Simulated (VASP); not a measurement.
Consider the following.

```yaml
crystal:
  lattice:
    - [2.61639, 0.00000, 0.00000]
    - [0.00000, 2.61639, 0.00000]
    - [0.00000, 0.00000, 2.61639]
  atoms:
    - { symbol: Mg, position: [0.00000, 0.00000, 0.00000] }
    - { symbol: O, position: [0.50000, 0.50000, 0.50000] }
```

Calculation: r2SCAN meta-GGA, VASP's PBE PAW potentials (set 64) (plane waves; VASP). Numerical set-up: 520 eV cut-off, 11×11×11 Γ-centred mesh, tetrahedra with Blöchl corrections, potentials Mg O.

Task: Predict the energy per atom (σ→0), band gap (over mesh and band path) with the smallest direct gap where there is one.

Result: 
| Item | Result |
|---|---|
| band gap (over mesh and band path) | 3.53 eV |
| smallest direct gap (over mesh and band path) | 4.60 eV |
| energy per atom (σ→0) | -7.264 eV/atom |

Only differences to runs with the same potentials and settings are physical.

The structure was generated: MgO was put into the CsCl type (Pm-3m), which need not be its known phase. It was relaxed first.
